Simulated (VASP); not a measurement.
Given:

```xyz
2
Lattice="3.0185 0.0000 0.0000 -1.5092 2.6141 0.0000 0.0000 0.0000 3.6669" Properties=species:S:1:pos:R:3 pbc="T T T"
Rh    -1.5092     2.6141     0.0000
Ge     1.5092     0.8714     1.8334
```

Level of theory: PBEsol GGA, VASP's PBE PAW potentials (set 64) (plane waves; VASP 6.6.1). Settings: 400 eV cut-off, 16×16×11 Γ-centred mesh, tetrahedra with Blöchl corrections, potentials Rh_pv Ge_d.

Q: Tabulate the total density of states (states/eV per cell) against energy (eV; zero at the valence-band maximum or, without a gap, the Fermi level).

A: 
```
E (eV) | DOS (states/eV)
    -9.98 | #### 0.48
    -9.86 | #### 0.49
    -9.62 | #### 0.53
    -9.50 | ##### 0.56
    -9.26 | ##### 0.66
    -9.14 | ###### 0.78
    -8.90 | ####### 0.90
    -8.78 | ##### 0.62
    -8.66 | ##### 0.59
    -8.42 | ### 0.37
    -8.30 | ## 0.21
    -8.06 |  0.02
    -7.94 |  0.00
    -7.82 |  0.00
    -7.58 |  0.00
    -7.46 |  0.00
    -7.22 |  0.04
    -7.10 |  0.06
    -6.86 | # 0.09
    -6.74 | # 0.16
    -6.62 | ### 0.36
    -6.38 | #### 0.49
    -6.26 | ##### 0.60
    -6.02 | ####### 0.86
    -5.90 | ######### 1.12
    -5.78 | ########### 1.37
    -5.54 | ############# 1.67
    -5.42 | ############ 1.51
    -5.18 | ######## 1.03
    -5.06 | ####### 0.81
    -4.82 | ############### 1.84
    -4.70 | ############################## 3.73
    -4.58 | ############################ 3.46
    -4.34 | ########### 1.30
    -4.22 | ########## 1.22
    -3.98 | ############ 1.49
    -3.86 | ############# 1.60
    -3.74 | ################# 2.12
    -3.50 | ################### 2.38
    -3.38 | ####################### 2.80
    -3.14 | ###################### 2.68
    -3.02 | ############################ 3.50
    -2.78 | ####################### 2.89
    -2.66 | ##################### 2.55
    -2.54 | ################## 2.18
    -2.30 | ############### 1.88
    -2.18 | ############ 1.52
    -1.94 | ############ 1.51
    -1.82 | ########## 1.23
    -1.70 | ########### 1.38
    -1.46 | ########## 1.28
    -1.34 | ########## 1.28
    -1.10 | ########### 1.31
    -0.98 | ########### 1.42
    -0.74 | ############# 1.60
    -0.62 | ############## 1.77
    -0.50 | ########### 1.37
    -0.26 | ####### 0.87
    -0.14 | ####### 0.84
     0.10 | ######### 1.07
     0.22 | ######### 1.08
     0.34 | ######## 1.01
     0.58 | ######### 1.13
     0.70 | ######## 0.98
     0.94 | ##### 0.64
     1.06 | ##### 0.60
     1.30 | #### 0.44
     1.42 | #### 0.52
     1.54 | ###### 0.79
     1.78 | ########### 1.34
     1.90 | ########### 1.35
     2.14 | ######## 1.02
     2.26 | ####### 0.93
     2.38 | ####### 0.81
     2.62 | ###### 0.74
     2.74 | ####### 0.85
     2.98 | ####### 0.89
     3.10 | ####### 0.83
     3.34 | ###### 0.79
     3.46 | ####### 0.81
```
Within 2 eV below the Fermi level the largest weight inside VASP's projection spheres is Rh d.

The structure was generated: GeRh was put into the WC type (P-6m2), which need not be its known phase. It was relaxed first, which changed the volume by -12 %. The electron count is odd and the run is not spin-polarised, which forces a metal.
